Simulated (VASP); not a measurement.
Calculation: MS2 meta-GGA, VASP's PBE PAW potentials (set 64) (plane waves; VASP 6.6.1).

Input for VASP

### POSCAR
```
SrCl2
1.0
  0.0000000000   3.4604136042   3.4604136042
  3.4604136042   0.0000000000   3.4604136042
  3.4604136042   3.4604136042   0.0000000000
Sr Cl
1 2
Direct
  1.0000000000   0.0000000000   1.0000000000
  0.2500000000   0.2500000000   0.2500000000
  0.7500000000   0.7500000000   0.7500000000
```

### KPOINTS
```
Automatic mesh
0
Gamma
5 5 5
0 0 0
```

**INCAR**
```
SYSTEM = SrCl2
PREC = Accurate
ENCUT = 520
EDIFF = 1E-6
NELM = 100
ALGO = Normal
LREAL = .FALSE.
LASPH = .TRUE.
ISMEAR = 0
SIGMA = 0.05
METAGGA = MS2
LMIXTAU = .TRUE.
LMAXMIX = 4
LWAVE = .FALSE.
LCHARG = .FALSE.
IBRION = 2
ISIF = 3
NSW = 60
EDIFFG = -0.02
```

POTCAR, in this order: Sr_sv Cl (PBE.64 set). Program: vasp_std.

What will the output report for the number of irreducible k-points (NKPTS), largest plane-wave count, number of space-group operations, FFT grid (NGX, NGY, NGZ)?

```
Property                                      Result
--------------------------------------  ------------
number of irreducible k-points (NKPTS)            10
largest plane-wave count                        2251
number of space-group operations                  48
FFT grid (NGX, NGY, NGZ)                36 × 36 × 36
```

The compound is SrCl2 in the fluorite structure. This run relaxes it. Symmetry was kept, so distortions that lower it aren't found. The start is the result of an earlier pass.
